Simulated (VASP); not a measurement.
Method: LDA (Ceperley-Alder, Perdew-Zunger), VASP's LDA PAW potentials (set 64) (plane waves; VASP).

VASP input:

**INCAR**
```
SYSTEM = Tl
PREC = Accurate; ENCUT = 600; LREAL = F
LASPH = T
EDIFF = 1E-6; NELM = 100; ALGO = Normal
LMAXMIX = 4
ISMEAR = 0; SIGMA = 0.05
ISIF = 2
LWAVE = F; LCHARG = F
```

File KPOINTS:
```
Automatic mesh
0
Gamma
  5 5 1
0 0 0
```

**POSCAR**
```
Tl
45.11340
  0.0795625912   0.0000000000   0.0000000000
  0.0397812845   0.2645900774   0.0000000000
  0.0000000000   0.0000000000   0.5000000000
Tl
12
Cart
  0.0580144148   0.0256017359   0.1876805000
  0.0977957045   0.1668684950   0.1551645000
  0.0580143322   0.0992255125   0.1605840000
  0.0977956626   0.2165677722   0.2147765000
  0.0182331200   0.0076582952   0.2527100000
  0.0580144097   0.1489250543   0.2201940000
  0.0182330374   0.0812820718   0.2256135000
  0.0580143678   0.1986243315   0.2798060000
  0.0977957008   0.2543049320   0.3177395000
  0.0977957060   0.1309816136   0.2852255000
  0.0580143735   0.0633388957   0.2906430000
  0.0977956641   0.1806808908   0.3448355000
```

POTCAR, in this order: Tl_d (LDA.64 set). Program: vasp_std.

Output of the run:

**OSZICAR**
```
       N       E                     dE             d eps       ncg     rms          rms(c)
DAV:   1     0.973413652438E+03    0.97341E+03   -0.76561E+04  1858   0.153E+03
DAV:   2     0.119937043948E+02   -0.96142E+03   -0.93906E+03  1865   0.316E+02
DAV:   3    -0.310773778896E+02   -0.43071E+02   -0.42299E+02  1823   0.511E+01
DAV:   4    -0.322207708816E+02   -0.11434E+01   -0.11389E+01  1884   0.684E+00
DAV:   5    -0.322765354668E+02   -0.55765E-01   -0.55755E-01  2167   0.149E+00    0.515E+00
DAV:   6    -0.316594026423E+02    0.61713E+00   -0.11277E+00  1796   0.594E+00    0.327E+00
DAV:   7    -0.315834063820E+02    0.75996E-01   -0.46276E-01  1836   0.288E+00    0.175E+00
DAV:   8    -0.315847254891E+02   -0.13191E-02   -0.29857E-01  1858   0.342E+00    0.745E-01
DAV:   9    -0.315496705355E+02    0.35055E-01   -0.18026E-01  1858   0.239E+00    0.242E-01
DAV:  10    -0.315480796987E+02    0.15908E-02   -0.18211E-02  1823   0.737E-01    0.133E-01
DAV:  11    -0.315488058716E+02   -0.72617E-03   -0.44148E-03  1839   0.250E-01    0.711E-02
DAV:  12    -0.315494564140E+02   -0.65054E-03   -0.54328E-04  1831   0.145E-01    0.380E-02
DAV:  13    -0.315504549719E+02   -0.99856E-03   -0.52991E-04  1766   0.520E-02    0.333E-02
DAV:  14    -0.315515056235E+02   -0.10507E-02   -0.28685E-04  1778   0.446E-02    0.178E-02
DAV:  15    -0.315517212896E+02   -0.21567E-03   -0.57566E-05  1834   0.333E-02    0.851E-03
DAV:  16    -0.315520588136E+02   -0.33752E-03   -0.72255E-05  1761   0.206E-02    0.574E-03
DAV:  17    -0.315522163732E+02   -0.15756E-03   -0.11914E-05  1290   0.150E-02    0.321E-03
DAV:  18    -0.315523449113E+02   -0.12854E-03   -0.19063E-05  1262   0.756E-03    0.201E-03
DAV:  19    -0.315524219709E+02   -0.77060E-04   -0.51789E-06  1163   0.643E-03    0.122E-03
DAV:  20    -0.315524627982E+02   -0.40827E-04   -0.19154E-06  1131   0.203E-03    0.693E-04
DAV:  21    -0.315524881071E+02   -0.25309E-04   -0.16756E-06  1105   0.173E-03    0.430E-04
DAV:  22    -0.315524949294E+02   -0.68222E-05   -0.28349E-07  1096   0.119E-03    0.196E-04
DAV:  23    -0.315524995594E+02   -0.46300E-05   -0.31199E-07  1045   0.552E-04    0.124E-04
DAV:  24    -0.315525004169E+02   -0.85753E-06   -0.28929E-08  1106   0.395E-04
   1 F= -.31552500E+02 E0= -.31545802E+02  d E =-.133974E-01
```

**OUTCAR**
```
------------------------ aborting loop because EDIFF is reached ----------------------------------------
  FORCE on cell =-STRESS in cart. coord.  units (eV):
  Direction    XX          YY          ZZ          XY          YZ          ZX
  --------------------------------------------------------------------------------------
  Total      -15.4645535    -11.4583484     -8.5275071      0.0000005      0.6627113     -0.0000000
  in kB      -25.6376854    -18.9960565    -14.1372038      0.0000008      1.0986663     -0.0000000
  external PRESSURE =     -19.5903152 kB  Pullay stress =       0.0000000 kB
  volume of cell :      966.43
      direct lattice vectors                 reciprocal lattice vectors
     3.589339000  0.000000000  0.000000000     0.278602829 -0.041888111  0.000000000
     1.794669000 11.936558000  0.000000000     0.000000000  0.083776244  0.000000000
     0.000000000  0.000000000 22.556700000     0.000000000  0.000000000  0.044332726
 POSITION                                       TOTAL-FORCE (eV/Angst)
 -----------------------------------------------------------------------------------
      2.61723      1.15498      8.46691        -0.000000      0.091748      0.265178
      4.41190      7.52801      7.00000         0.000000     -0.211321      0.470446
      2.61722      4.47640      7.24449        -0.000000      0.004832      0.358737
      4.41189      9.77011      9.68930        -0.000000      0.035498      0.091521
      0.82256      0.34549     11.40061        -0.000000      0.001349      0.008068
      2.61723      6.71852      9.93370        -0.000000      0.000116      0.004307
      0.82255      3.66691     10.17819        -0.000000      0.067369     -0.007029
      2.61723      8.96062     12.62300        -0.000000      0.005741      0.032424
      4.41190     11.47256     14.33431         0.000000     -0.110659     -0.296957
      4.41190      5.90903     12.86749        -0.000000      0.084513     -0.013939
      2.61723      2.85743     13.11189         0.000000     -0.092858     -0.271088
      4.41189      8.15113     15.55670        -0.000000      0.123673     -0.641667
 -----------------------------------------------------------------------------------
    total drift:                                0.009370      0.000030     -0.000301
  FREE ENERGIE OF THE ION-ELECTRON SYSTEM (eV)
  ---------------------------------------------------
  free  energy   TOTEN  =       -31.5525004169 eV

  energy  without entropy=      -31.5391029793  energy(sigma->0) =      -31.54580170
```
(Selected blocks of OUTCAR.)

The cell holds a wide vacuum, so values per volume refer to the whole cell.

The cell is a sheet with vacuum, built from a database entry that may be metastable or hypothetical.
